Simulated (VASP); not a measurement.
# A VASP study of ZrTiGe2 (vdW-DF2): structure first, properties next, part 4 of 6

Wanted: the relaxed cell of ZrTiGe2 and its properties. The cell is invented: it takes the structure of a Materials Project entry for ZrTiC2 (space group 166 there), with some of its atoms replaced by other elements, volume scaled by an estimate. It may not be a known or stable phase.

VASP 6.6.1, plane waves and PAW; the level of theory is named at each step.

So far. Step 5 (Single point with fields (vdW-DF2)): In this run the pressure is 0.05 GPa, small enough to go on. Step 6 (Bands along the symmetry lines (vdW-DF2)): There is no gap at this level.

**7. Total and projected DOS (vdW-DF2)**

Level of this step: vdW-DF2; plane waves and PAW (Zr_sv, Ge_d, Ti_sv); invented cell (VASP).

Here the states are counted by energy and projected on the atoms. The mesh is finer than in the run before.

INCAR

```
SYSTEM = ZrTiGe2
PREC = Accurate
ENCUT = 410
EDIFF = 1E-06
NELM = 100
ISMEAR = -5
SIGMA = 0.05
LREAL = .FALSE.
ALGO = Normal
GGA = ML
AGGAC = 0
LUSE_VDW = .TRUE.
ZAB_VDW = -1.8867
LASPH = .TRUE.
NBANDS = 40
LORBIT = 11
LWAVE = .FALSE.
LCHARG = .FALSE.
KPAR = 2
NEDOS = 2001
```

POSCAR

```
ZrTiGe2
1.0
    1.9500024149      1.1258346826      6.1886077234
   -1.9500024149      1.1258346826      6.1886077234
    0.0000000000     -2.2516682025      6.1886077109
Zr Ge Ti
1 2 1
Direct
    0.0000000000      0.0000000000      0.0000000000
    0.2444069505      0.2444069505      0.2444069506
    0.7555930495      0.7555930495      0.7555930494
    0.5000000000      0.5000000000      0.5000000000
```

KPOINTS

```
Automatic mesh
0
Gamma
10 10 10
0 0 0
```

Potentials, in the order of the species: Zr_sv, Ge_d and Ti_sv (PBE family, release 64).

Command:

```sh
> mpirun -np 2 vasp_std
```

Log:

```text
[... set-up lines as in an earlier step ...]
 entering main loop
       N       E                     dE             d eps       ncg     rms          rms(c)
DAV:   1     0.571446108870E+03    0.57145E+03   -0.21808E+04 12080   0.262E+03
DAV:   2     0.768400576727E+02   -0.49461E+03   -0.47017E+03  9432   0.720E+02
DAV:   3    -0.982231341305E+01   -0.86662E+02   -0.85042E+02 12224   0.175E+02
DAV:   4    -0.164396995370E+02   -0.66174E+01   -0.65309E+01 12888   0.498E+01
DAV:   5    -0.167537157823E+02   -0.31402E+00   -0.31399E+00 12096   0.985E+00    0.154E+01
DAV:   6    -0.148222191347E+02    0.19315E+01   -0.18371E+01 10664   0.426E+01    0.133E+01
DAV:   7    -0.139306694441E+02    0.89155E+00   -0.32703E+01 10552   0.222E+01    0.658E+00
DAV:   8    -0.131970150187E+02    0.73365E+00   -0.15517E+00 10832   0.597E+00    0.324E+00
DAV:   9    -0.130959745563E+02    0.10104E+00   -0.48796E-01 12256   0.330E+00    0.930E-01
DAV:  10    -0.131123107073E+02   -0.16336E-01   -0.52937E-02 12040   0.129E+00    0.539E-01
DAV:  11    -0.131096820234E+02    0.26287E-02   -0.90326E-03 12032   0.461E-01    0.165E-01
DAV:  12    -0.131095263475E+02    0.15568E-03   -0.15586E-03 10976   0.234E-01    0.289E-02
DAV:  13    -0.131095523125E+02   -0.25965E-04   -0.93593E-05 11784   0.666E-02    0.211E-02
DAV:  14    -0.131095489181E+02    0.33944E-05   -0.88616E-06 11192   0.209E-02    0.832E-03
DAV:  15    -0.131095477387E+02    0.11794E-05   -0.12232E-05  8496   0.155E-02    0.184E-03
DAV:  16    -0.131095486987E+02   -0.96000E-06   -0.63388E-07  7040   0.647E-03
   1 F= -.13109549E+02 E0= -.13109549E+02  d E =0.000000E+00
 -----------------------------------------------------------------------------
|                                                                             |
|           W    W    AA    RRRRR   N    N  II  N    N   GGGG   !!!           |
|           W    W   A  A   R    R  NN   N  II  NN   N  G    G  !!!           |
|           W    W  A    A  R    R  N N  N  II  N N  N  G       !!!           |
|           W WW W  AAAAAA  RRRRR   N  N N  II  N  N N  G  GGG   !            |
|           WW  WW  A    A  R   R   N   NN  II  N   NN  G    G                |
|           W    W  A    A  R    R  N    N  II  N    N   GGGG   !!!           |
|                                                                             |
|     Tetrahedron method does not include variations of the Fermi             |
|     occupations, so forces and stress will be inaccurate. We suggest        |
|     using a different smearing scheme ISMEAR = 1 or 2 for metals in         |
|     relaxations.                                                            |
|                                                                             |
 -----------------------------------------------------------------------------
```

Run time: 5.8 min. Hardware: 2 MPI ranks of AMD EPYC 9R45, shared host; peak memory 2 GiB; 12 min of CPU time.

From OUTCAR (step 7):

```text
   k-points           NKPTS =    116   k-points in BZ     NKDIM =    116   number of bands    NBANDS=     40

   NELECT =      52.0000    total number of electrons

 E-fermi :   7.2807

 k-point     1 :       0.0000    0.0000    0.0000
  band No.  band energies     occupation
    ...
     21       2.8060      2.00000
     22       5.2593      2.00000
     23       5.2593      2.00000
     24       7.3585      1.48179
     25       7.3585      0.57381
     26       7.5321     -0.65530
     27       7.8125      0.00000
     28       7.8125      0.00000
     29       8.9634      0.00000
     30       8.9634      0.00000
    ...

Total vdW correction in eV:      8.1005813

  Total       -0.0528529     -0.0528529      0.1769095      0.0000000      0.0000000      0.0000000
  in kB       -1.0387851     -1.0387848      3.4770258      0.0000000      0.0000002      0.0000000
  external PRESSURE =       0.4664853 kB  Pullay stress =       0.0000000 kB

 POSITION                                       TOTAL-FORCE (eV/Angst)
 -----------------------------------------------------------------------------------
      0.00000      0.00000      0.00000        -0.000000     -0.000000     -0.000000
      0.00000      0.00000      4.53762        -0.000000      0.000000      0.015656
      0.00000      0.00000     14.02821        -0.000000     -0.000000     -0.015656
      0.00000      0.00000      9.28291         0.000000      0.000000     -0.000000
 -----------------------------------------------------------------------------------
    total drift:                                0.000000     -0.000000     -0.000000

  FREE ENERGIE OF THE ION-ELECTRON SYSTEM (eV)
  ---------------------------------------------------
  free  energy   TOTEN  =       -13.1095486987 eV

  energy  without entropy=      -13.1095486987  energy(sigma->0) =      -13.10954870

Total vdW correction in eV:      8.1005799

[... 6 parts as in an earlier step ...]

[... 10 further parts left out ...]
```

With tetrahedra the forces and stress of a metal are not exact derivatives of the energy.

Numbers from this step:

```
irreducible k-points   : 116
Fermi energy           : 7.281 eV
pressure               : 0.04665 GPa
DOS at the Fermi level : 0.7012 states/eV/cell
```

The density of states has structure finer than the step of the table below, so its rows give means over 0.5 eV, whole bins alone (the curve runs from -12.0 to 2.04 eV). Peaks (eV: height): total -8.04: 8.63, -1.54: 7.22, 1.22: 10.8, 1.59: 5.79; Ti d -1.47: 1.56, 1.22: 6.85, 1.59: 2.60; Zr d -3.04: 0.299, -1.54: 1.22, 1.07: 1.62, 1.74: 1.84; Ge p -3.04: 0.962, -1.54: 1.59, 0.32: 0.312; Ti s -9.46: 0.0251, -3.56: 0.101, -3.19: 0.0996, 1.22: 0.063.

States under -12.0 eV and over 2.0 eV are left out. Table of density of states by energy, zero at the Fermi level; means over each step; values in states/eV/cell:

```csv
energy (eV),total,Ti d,Zr d,Ge p,Ti s,Zr s,Ge s
-11.0,0,0,0,0,0,0,0
-10.5,5.8e-4,0,0,0,2.2e-5,1.9e-5,2.7e-4
-10.0,0.255,4.8e-5,7.9e-5,9.1e-4,0.00918,0.00785,0.121
-9.5,0.652,7.6e-4,0.00191,0.00446,0.0215,0.0140,0.319
-9.0,1.04,0.00355,0.0102,0.00789,0.0231,0.0173,0.537
-8.5,2.40,0.0301,0.0595,0.0114,0.0200,0.0262,1.34
-8.0,3.65,0.0874,0.0840,0.00638,0.00725,0.0116,2.15
-7.5,4.2e-4,0,0,0,0,0,0
-7.0,0,0,0,0,0,0,0
-6.5,0,0,0,0,0,0,0
-6.0,0,0,0,0,0,0,0
-5.5,0,0,0,0,0,0,0
-5.0,0,0,0,0,0,0,0
-4.5,0.135,0.00588,0.00758,0.0305,0.00641,0.00664,0.00124
-4.0,0.910,0.0443,0.0552,0.208,0.0377,0.0395,0.0129
-3.5,2.29,0.127,0.174,0.541,0.0820,0.0744,0.0420
-3.0,3.12,0.173,0.230,0.783,0.0601,0.0514,0.0524
-2.5,2.13,0.198,0.223,0.499,0.0151,0.0184,0.0264
-2.0,4.55,0.743,0.663,1.03,0.0141,0.0149,0.0200
-1.5,6.07,1.35,0.973,1.32,0.0105,0.0175,0.0154
-1.0,2.95,0.702,0.485,0.598,0.00565,0.00658,0.00827
-0.5,1.55,0.390,0.258,0.302,0.00212,0.00207,0.00336
0.0,1.02,0.351,0.170,0.127,0.00143,0.00110,0.00189
0.5,3.30,1.57,0.486,0.232,0.0157,0.00754,0.0105
1.0,6.29,3.70,1.05,0.183,0.0238,0.0175,0.0188
1.5,4.88,2.28,1.34,0.175,0.0319,0.0248,0.0377
```

The finer mesh and the other smearing move the Fermi level by +0.01 eV from the 7×7×7 run, a small shift, which tests the Fermi level alone. Of the states within 0.3 eV of the Fermi level, the largest shares in the PAW spheres are Ti d 34 %, Zr d 17 % and Ge p 13 %. The rest lies in smaller channels or between the spheres.

**8. Volume scan with vdW-DF2**

An equation of state needs energies on both sides of the minimum, all on one mesh and cutoff.

Changes to INCAR since step 7:

```diff
@@ -5,3 +5,3 @@
 NELM = 100
-ISMEAR = -5
+ISMEAR = 0
 SIGMA = 0.05
@@ -14,3 +14,3 @@
 LASPH = .TRUE.
-NBANDS = 40
+NBANDS = 32
 LORBIT = 11
@@ -19,2 +19,2 @@
 KPAR = 2
-NEDOS = 2001
+ISIF = 2
```

POSCAR

```
ZrTiGe2
1.0
    1.9101952776      1.1028520158      6.0622741581
   -1.9101952776      1.1028520158      6.0622741581
    0.0000000000     -2.2057028926      6.0622741459
Zr Ge Ti
1 2 1
Direct
    0.0000000000      0.0000000000      0.0000000000
    0.2444069505      0.2444069505      0.2444069506
    0.7555930495      0.7555930495      0.7555930494
    0.5000000000      0.5000000000      0.5000000000
```

KPOINTS

```
Automatic mesh
0
Gamma
7 7 7
0 0 0
```

Command:

```sh
> mpirun -np 2 vasp_std
```

Log:

```text
[... set-up lines as in an earlier step ...]
 entering main loop
       N       E                     dE             d eps       ncg     rms          rms(c)
DAV:   1     0.558228629782E+03    0.55823E+03   -0.23367E+04  3384   0.335E+03
DAV:   2     0.726364267977E+02   -0.48559E+03   -0.47431E+03  2864   0.782E+02
DAV:   3    -0.972778794013E+01   -0.82364E+02   -0.81559E+02  3928   0.208E+02
DAV:   4    -0.160277290856E+02   -0.62999E+01   -0.62677E+01  4016   0.575E+01
DAV:   5    -0.163202219389E+02   -0.29249E+00   -0.29244E+00  3984   0.106E+01    0.165E+01
DAV:   6    -0.142801624298E+02    0.20401E+01   -0.36107E+01  4056   0.549E+01    0.111E+01
DAV:   7    -0.135820250435E+02    0.69814E+00   -0.30297E+01  3784   0.253E+01    0.607E+00
DAV:   8    -0.130785592726E+02    0.50347E+00   -0.25083E+00  3488   0.783E+00    0.323E+00
DAV:   9    -0.129941459989E+02    0.84413E-01   -0.10147E+00  4088   0.418E+00    0.101E+00
DAV:  10    -0.130065489230E+02   -0.12403E-01   -0.52291E-02  3624   0.162E+00    0.516E-01
DAV:  11    -0.130032606452E+02    0.32883E-02   -0.16642E-02  3832   0.684E-01    0.136E-01
DAV:  12    -0.130033487854E+02   -0.88140E-04   -0.96496E-04  3992   0.192E-01    0.357E-02
DAV:  13    -0.130033557243E+02   -0.69389E-05   -0.11351E-04  4176   0.479E-02    0.255E-02
DAV:  14    -0.130033509568E+02    0.47675E-05   -0.76722E-05  3272   0.494E-02    0.803E-03
DAV:  15    -0.130033526203E+02   -0.16635E-05   -0.40054E-06  2680   0.143E-02    0.258E-03
DAV:  16    -0.130033533150E+02   -0.69467E-06   -0.49282E-07  2216   0.546E-03
   1 F= -.13003353E+02 E0= -.13002717E+02  d E =-.127330E-02
```

Run time: 2.9 min. Hardware: 2 MPI ranks; peak memory 1.7 GiB; 5.8 min of CPU time.

Parts of OUTCAR (step 8):

```text
   ENCUT  =  410.0 eV  30.13 Ry    5.49 a.u.  10.65 10.65 10.65*2*pi/ulx,y,z

   NELECT =      52.0000    total number of electrons

 E-fermi :   7.9143

 k-point     1 :       0.0000    0.0000    0.0000
  band No.  band energies     occupation
    ...
     19      -2.5932      2.00000
     20       0.0546      2.00000
     21       3.2089      2.00000
     22       5.7770      2.00000
     23       5.7770      2.00000
     24       7.9789      0.06746
     25       7.9789      0.06745
     26       8.1702      0.00000
     27       8.5150      0.00000
     28       8.5150      0.00000
    ...

Total vdW correction in eV:      7.9725965

  Total        3.1486940      3.1486933      3.1064420      0.0000000      0.0000002      0.0000000
  in kB       65.8353810     65.8353665     64.9519441      0.0000000      0.0000043      0.0000000
  external PRESSURE =      65.5408972 kB  Pullay stress =       0.0000000 kB

 POSITION                                       TOTAL-FORCE (eV/Angst)
 -----------------------------------------------------------------------------------
      0.00000      0.00000      0.00000         0.000000      0.000000     -0.000000
      0.00000      0.00000      4.44499         0.000000     -0.000000     -0.071467
      0.00000      0.00000     13.74184         0.000000      0.000000      0.071467
      0.00000      0.00000      9.09341         0.000000      0.000000     -0.000000
 -----------------------------------------------------------------------------------
    total drift:                                0.000000     -0.000000     -0.000000

  FREE ENERGIE OF THE ION-ELECTRON SYSTEM (eV)
  ---------------------------------------------------
  free  energy   TOTEN  =       -13.0033533150 eV

  energy  without entropy=      -13.0020800173  energy(sigma->0) =      -13.00271667

Total vdW correction in eV:      7.9725852

[... 3 parts as in an earlier step ...]

[... 13 further parts left out ...]
```

The scan keeps the cell's shape and the fractional positions fixed.

Numbers from this step:

| Quantity | Value |
| --- | --- |
| bands | 32 |
| irreducible k-points | 44 |
| free energy (TOTEN) | -13.00 eV |
| energy at zero smearing | -13.00 eV |
| Fermi energy | 7.914 eV |
| pressure | 6.554 GPa |

Force by atom:

| atom | x (eV/Å) | y (eV/Å) | z (eV/Å) | size |
| --- | --- | --- | --- | --- |
| Zr1 | 0.0000 | 0.0000 | 0.0000 | 0.0000 |
| Ge2 | 0.0000 | 0.0000 | -0.0715 | 0.0715 |
| Ge3 | 0.0000 | 0.0000 | 0.0715 | 0.0715 |
| Ti4 | 0.0000 | 0.0000 | 0.0000 | 0.0000 |

The pressure here is 6.55 GPa.

**9. Volume scan with vdW-DF2 (run 2)**

INCAR is that of step 8.

POSCAR

```
ZrTiGe2
1.0
    1.9236478002      1.1106188352      6.1049676363
   -1.9236478002      1.1106188352      6.1049676363
    0.0000000000     -2.2212365234      6.1049676240
Zr Ge Ti
1 2 1
Direct
    0.0000000000      0.0000000000      0.0000000000
    0.2444069505      0.2444069505      0.2444069506
    0.7555930495      0.7555930495      0.7555930494
    0.5000000000      0.5000000000      0.5000000000
```

KPOINTS is that of step 8.

Command:

```sh
> mpirun -np 2 vasp_std
```

Log:

```text
[... set-up lines as in an earlier step ...]
 entering main loop
       N       E                     dE             d eps       ncg     rms          rms(c)
DAV:   1     0.571249048694E+03    0.57125E+03   -0.23501E+04  3328   0.332E+03
DAV:   2     0.756015368750E+02   -0.49565E+03   -0.48398E+03  2864   0.795E+02
DAV:   3    -0.953472573619E+01   -0.85136E+02   -0.84049E+02  3912   0.211E+02
DAV:   4    -0.161765567924E+02   -0.66418E+01   -0.66082E+01  4040   0.589E+01
DAV:   5    -0.164891533840E+02   -0.31260E+00   -0.31255E+00  3984   0.109E+01    0.161E+01
DAV:   6    -0.144615519207E+02    0.20276E+01   -0.38206E+01  4008   0.545E+01    0.116E+01
DAV:   7    -0.136601679483E+02    0.80138E+00   -0.32662E+01  3760   0.257E+01    0.601E+00
DAV:   8    -0.131522410869E+02    0.50793E+00   -0.26752E+00  3504   0.781E+00    0.331E+00
DAV:   9    -0.130502231613E+02    0.10202E+00   -0.10856E+00  4080   0.429E+00    0.991E-01
DAV:  10    -0.130656728808E+02   -0.15450E-01   -0.57809E-02  3648   0.161E+00    0.581E-01
DAV:  11    -0.130613565500E+02    0.43163E-02   -0.21720E-02  3800   0.757E-01    0.143E-01
DAV:  12    -0.130614367150E+02   -0.80165E-04   -0.10908E-03  4064   0.195E-01    0.408E-02
DAV:  13    -0.130614458907E+02   -0.91757E-05   -0.16567E-04  4000   0.506E-02    0.281E-02
DAV:  14    -0.130614389128E+02    0.69779E-05   -0.10349E-04  3184   0.554E-02    0.938E-03
DAV:  15    -0.130614405071E+02   -0.15943E-05   -0.54029E-06  2704   0.161E-02    0.326E-03
DAV:  16    -0.130614413815E+02   -0.87444E-06   -0.76414E-07  2248   0.641E-03
   1 F= -.13061441E+02 E0= -.13060873E+02  d E =-.113626E-02
```

The job ended after 3.1 min (2 MPI ranks; peak memory 1.7 GiB).

OUTCAR, selected parts (step 9):

```text
   ENCUT  =  410.0 eV  30.13 Ry    5.49 a.u.  10.73 10.73 10.73*2*pi/ulx,y,z

   NELECT =      52.0000    total number of electrons

 E-fermi :   7.6926

 k-point     1 :       0.0000    0.0000    0.0000
  band No.  band energies     occupation
    ...
     19      -2.7150      2.00000
     20      -0.1514      2.00000
     21       3.0689      2.00000
     22       5.5975      2.00000
     23       5.5975      2.00000
     24       7.7635      0.04503
     25       7.7635      0.04502
     26       7.9484      0.00000
     27       8.2706      0.00000
     28       8.2706      0.00000
    ...

Total vdW correction in eV:      8.0163690

  Total        2.0375352      2.0375347      2.0159699      0.0000000      0.0000001      0.0000000
  in kB       41.7148451     41.7148359     41.2733350      0.0000000      0.0000027      0.0000000
  external PRESSURE =      41.5676720 kB  Pullay stress =       0.0000000 kB

 POSITION                                       TOTAL-FORCE (eV/Angst)
 -----------------------------------------------------------------------------------
      0.00000      0.00000      0.00000         0.000000      0.000000     -0.000000
      0.00000      0.00000      4.47629         0.000000     -0.000000     -0.043657
      0.00000      0.00000     13.83861         0.000000      0.000000      0.043657
      0.00000      0.00000      9.15745        -0.000000     -0.000000      0.000000
 -----------------------------------------------------------------------------------
    total drift:                                0.000000     -0.000000     -0.000000

  FREE ENERGIE OF THE ION-ELECTRON SYSTEM (eV)
  ---------------------------------------------------
  free  energy   TOTEN  =       -13.0614413815 eV

  energy  without entropy=      -13.0603051245  energy(sigma->0) =      -13.06087325

Total vdW correction in eV:      8.0163563

[... 3 parts as in an earlier step ...]

[... 13 further parts left out ...]
```

This step gave:

```yaml
free_energy_toten: -13.06 eV
energy_at_zero_smearing: -13.06 eV
fermi_energy: 7.693 eV
pressure: 4.157 GPa
```

The pressure falls from 6.55 to 4.16 GPa.

The run ends at a pressure of 4.16 GPa, with forces up to 0.044 eV/Å.

**10. Volume scan with vdW-DF2 (run 3)**

INCAR is that of step 9.

POSCAR

```
ZrTiGe2
1.0
    1.9369147560      1.1182785175      6.1470721919
   -1.9369147560      1.1182785175      6.1470721919
    0.0000000000     -2.2365558800      6.1470721795
Zr Ge Ti
1 2 1
Direct
    0.0000000000      0.0000000000      0.0000000000
    0.2444069505      0.2444069505      0.2444069506
    0.7555930495      0.7555930495      0.7555930494
    0.5000000000      0.5000000000      0.5000000000
```

KPOINTS is that of step 9.

Command:

```sh
> mpirun -np 2 vasp_std
```

Log:

```text
[... set-up lines as in an earlier step ...]
 entering main loop
       N       E                     dE             d eps       ncg     rms          rms(c)
DAV:   1     0.566350095219E+03    0.56635E+03   -0.23401E+04  3368   0.329E+03
DAV:   2     0.744837957224E+02   -0.49187E+03   -0.48108E+03  2848   0.782E+02
DAV:   3    -0.979228736421E+01   -0.84276E+02   -0.83418E+02  3992   0.210E+02
DAV:   4    -0.162947974340E+02   -0.65025E+01   -0.64596E+01  4024   0.580E+01
[...]
DAV:  14    -0.130962408167E+02    0.65293E-05   -0.13164E-04  3328   0.604E-02    0.966E-03
DAV:  15    -0.130962422220E+02   -0.14053E-05   -0.69082E-06  2664   0.172E-02    0.335E-03
DAV:  16    -0.130962431867E+02   -0.96471E-06   -0.98648E-07  2384   0.696E-03
   1 F= -.13096243E+02 E0= -.13095715E+02  d E =-.105578E-02
```

Elapsed: 3.1 min, on 2 MPI ranks; peak memory 1.7 GiB.

Parts of OUTCAR (step 10):

```text
  Total        0.9937328      0.9937326      0.9999802      0.0000000      0.0000001      0.0000000
  in kB       19.9296785     19.9296741     20.0549734      0.0000000      0.0000013      0.0000000
  external PRESSURE =      19.9714420 kB  Pullay stress =       0.0000000 kB

 POSITION                                       TOTAL-FORCE (eV/Angst)
 -----------------------------------------------------------------------------------
      0.00000      0.00000      0.00000         0.000000     -0.000000      0.000000
      0.00000      0.00000      4.50716         0.000000     -0.000000     -0.018087
      0.00000      0.00000     13.93406         0.000000      0.000000      0.018087
      0.00000      0.00000      9.22061         0.000000      0.000000      0.000000
 -----------------------------------------------------------------------------------
    total drift:                                0.000000     -0.000000     -0.000000

  FREE ENERGIE OF THE ION-ELECTRON SYSTEM (eV)
  ---------------------------------------------------
  free  energy   TOTEN  =       -13.0962431867 eV

  energy  without entropy=      -13.0951874116  energy(sigma->0) =      -13.09571530

[... 1 part as in an earlier step ...]

[... 2 further parts left out ...]
[key lines of the parts left out:]
E-fermi :   7.4796
```

The pressure falls from 4.16 to 2.00 GPa.

The run ends at a pressure of 2.00 GPa, with forces up to 0.018 eV/Å.

(Part 4 of 6 ends here.)

[Lines on the potential files, build, host, timing and source positions are cut from VASP's logs without a mark.]

[Logs are printed without paths, hosts, clocks, repeated set-up lines and the standing remarks that a program may print on its own settings, such as how far it seeks lower states.]

[Hosts, paths, dates, database ids (printed as entryN), source tags and the programs' standing remarks are cut or masked in the printed files.]

[A measured line is paired with the nearest computed mode of its activity, which favours agreement.]
